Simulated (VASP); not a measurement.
Shape and ions are relaxed at each volume.

Given:

```xyz
2
Lattice="1.6061 -2.7819 0.0000 1.6061 2.7819 0.0000 0.0000 0.0000 5.1760" Properties=species:S:1:pos:R:3 pbc="T T T"
Zr     1.6061     0.9273     1.2940
Zr     1.6061    -0.9273     3.8820
```

All values below come from optB88-vdW, VASP's PBE PAW potentials (set 64) (plane waves; VASP). Numerical set-up: 520 eV cut-off, 13×13×7 Γ-centred mesh, first-order Methfessel-Paxton smearing of 0.10 eV, potentials Zr_sv.

### Question
Give the energy at these volumes per atom, relative to the lowest: 21.72, 22.42, 23.11, 23.80, 24.49 Å³.

### Answer
27.8, 6.9, 0.0, 5.7, 22.4 meV/atom. A third-order Birch-Murnaghan fit gives B0 = 96.0 GPa and B0′ = 3.1.

The compound is Zr in the hcp structure. It was relaxed first.
